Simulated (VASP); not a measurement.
Calculation: PBE GGA, VASP's PBE PAW potentials (set 64) (plane waves; VASP 6.6.1).

The input files of a VASP run:

File KPOINTS:
```
Automatic mesh
0
Gamma
1 1 1
0 0 0
```

**POSCAR**
```
H2 molecule
1
   11.0000000000     0.0000000000     0.0000000000
    0.0000000000    11.5000000000     0.0000000000
    0.0000000000     0.0000000000    12.0000000000
H
2
Direct
  0.5000000000   0.5000000000   0.4691670000
  0.5000000000   0.5000000000   0.5308330000
```

INCAR:
```
IBRION = 2
EDIFFG = -0.03   ! ionic stop
LASPH = .True.
ISIF = 2   ! forces and stress, cell fixed
SIGMA = 0.01   ! width (eV)
GGA = PE   ! PBE
NELM = 100   ! most electronic steps
NELMIN = 4
ENCUT = 400   ! plane-wave cut-off (eV)
ISMEAR = 0
LWAVE = .True.
NSW = 50   ! most ionic steps
PREC = Normal
EDIFF = 1E-5
LREAL = .False.   ! projection in real space or not
ALGO = Normal
SYSTEM = H2 molecule
LCHARG = .False.
```

POTCAR, in this order: H (PBE.64 set). Program: vasp_gam.

The run wrote:

**OSZICAR**
```
       N       E                     dE             d eps       ncg     rms          rms(c)
DAV:   1    -0.337824296551E+01   -0.33782E+01   -0.51500E+02    15   0.167E+02
DAV:   2    -0.736076422070E+01   -0.39825E+01   -0.39825E+01    10   0.384E+01
DAV:   3    -0.745883338144E+01   -0.98069E-01   -0.98069E-01    20   0.697E+00
DAV:   4    -0.745884649665E+01   -0.13115E-04   -0.13115E-04    15   0.868E-02
DAV:   5    -0.745884649893E+01   -0.22782E-08   -0.22764E-08    10   0.139E-03    0.454E+00
DAV:   6    -0.700279600758E+01    0.45605E+00   -0.22880E-01    10   0.219E+00    0.249E+00
DAV:   7    -0.675412885678E+01    0.24867E+00   -0.54920E-01    10   0.345E+00    0.305E-01
DAV:   8    -0.675795971545E+01   -0.38309E-02   -0.71653E-03    10   0.353E-01    0.256E-01
DAV:   9    -0.675369211465E+01    0.42676E-02   -0.50985E-03    10   0.322E-01    0.465E-02
DAV:  10    -0.675586238000E+01   -0.21703E-02   -0.13523E-03    10   0.154E-01    0.340E-02
DAV:  11    -0.675609706177E+01   -0.23468E-03   -0.10693E-05    10   0.244E-02    0.210E-02
DAV:  12    -0.675795978588E+01   -0.18627E-02   -0.50939E-04    15   0.104E-01    0.107E-02
DAV:  13    -0.675820841466E+01   -0.24863E-03   -0.21286E-05    10   0.205E-02    0.681E-03
DAV:  14    -0.675832746121E+01   -0.11905E-03   -0.11274E-05    10   0.145E-02    0.184E-03
DAV:  15    -0.675838689135E+01   -0.59430E-04   -0.21538E-06    10   0.616E-03    0.103E-03
DAV:  16    -0.675839700517E+01   -0.10114E-04   -0.28634E-07    10   0.251E-03    0.721E-04
DAV:  17    -0.675840519827E+01   -0.81931E-05   -0.31478E-07    10   0.238E-03
   1 F= -.67584052E+01 E0= -.67584052E+01  d E =-.675841E+01
       N       E                     dE             d eps       ncg     rms          rms(c)
DAV:   1    -0.675168557620E+01    0.67114E-02   -0.38691E-01    10   0.469E+00    0.303E-01
DAV:   2    -0.675025204594E+01    0.14335E-02   -0.21825E-03    15   0.306E-01    0.162E-01
DAV:   3    -0.674989085089E+01    0.36120E-03   -0.14249E-03    15   0.162E-01    0.128E-02
DAV:   4    -0.674992000313E+01   -0.29152E-04   -0.42854E-06    10   0.113E-02    0.507E-03
DAV:   5    -0.674993399715E+01   -0.13994E-04   -0.32335E-06    10   0.970E-03    0.124E-03
DAV:   6    -0.674994119774E+01   -0.72006E-05   -0.18252E-06    10   0.543E-03
   2 F= -.67499412E+01 E0= -.67499412E+01  d E =0.846400E-02
       N       E                     dE             d eps       ncg     rms          rms(c)
DAV:   1    -0.676121500404E+01   -0.11281E-01   -0.18964E-01    10   0.325E+00    0.209E-01
DAV:   2    -0.676053096360E+01    0.68404E-03   -0.94798E-04    15   0.210E-01    0.115E-01
DAV:   3    -0.676033725733E+01    0.19371E-03   -0.80102E-04    10   0.122E-01    0.838E-03
DAV:   4    -0.676034857602E+01   -0.11319E-04   -0.34427E-06    10   0.108E-02    0.429E-03
DAV:   5    -0.676035679195E+01   -0.82159E-05   -0.14470E-06    10   0.679E-03
   3 F= -.67603568E+01 E0= -.67603568E+01  d E =-.195159E-02
```

**OUTCAR**
```
------------------------ aborting loop because EDIFF is reached ----------------------------------------
  FORCE on cell =-STRESS in cart. coord.  units (eV):
  Direction    XX          YY          ZZ          XY          YZ          ZX
  --------------------------------------------------------------------------------------
  Total       -0.1213996     -0.1192079     -0.1529017     -0.0000000      0.0000000      0.0000000
  in kB       -0.1281315     -0.1258184     -0.1613805     -0.0000000      0.0000000      0.0000000
  external PRESSURE =      -0.1384435 kB  Pullay stress =       0.0000000 kB
  volume of cell :     1518.00
      direct lattice vectors                 reciprocal lattice vectors
    11.000000000  0.000000000  0.000000000     0.090909091  0.000000000  0.000000000
     0.000000000 11.500000000  0.000000000     0.000000000  0.086956522  0.000000000
     0.000000000  0.000000000 12.000000000     0.000000000  0.000000000  0.083333333
 POSITION                                       TOTAL-FORCE (eV/Angst)
 -----------------------------------------------------------------------------------
      5.50000      5.75000      5.62468         0.000000      0.000000      0.000518
      5.50000      5.75000      6.37532         0.000000      0.000000     -0.000518
 -----------------------------------------------------------------------------------
    total drift:                                0.000000      0.000000      0.000000
  FREE ENERGIE OF THE ION-ELECTRON SYSTEM (eV)
  ---------------------------------------------------
  free  energy   TOTEN  =        -6.7603567920 eV

  energy  without entropy=       -6.7603567920  energy(sigma->0) =       -6.76035679

 reached required accuracy - stopping structural energy minimisation
```
(Selected blocks of OUTCAR.)

### CONTCAR
```
H2 molecule
   1.00000000000000
    11.0000000000000000    0.0000000000000000    0.0000000000000000
     0.0000000000000000   11.5000000000000000    0.0000000000000000
     0.0000000000000000    0.0000000000000000   12.0000000000000000
  H
     2
Direct
     0.5000000000000000    0.5000000000000000    0.4687233874474414
     0.5000000000000000    0.5000000000000000    0.5312766125525586
```

OUTCAR:
```
 val. band max:      -10.3098757298   @ k =   0.0000   0.0000   0.0000

 cond. band min:      -0.1855717860   @ k =   0.0000   0.0000   0.0000


 Fermi energy:       -10.2441801672

 k-point     1 :       0.0000    0.0000    0.0000
  band No.  band energies     occupation
      1     -10.3099      2.00000
      2      -0.1856      0.00000
      3       0.2662      0.00000
      4       0.7186      0.00000
      5       0.7936      0.00000
```

The cell is a molecule in a box.
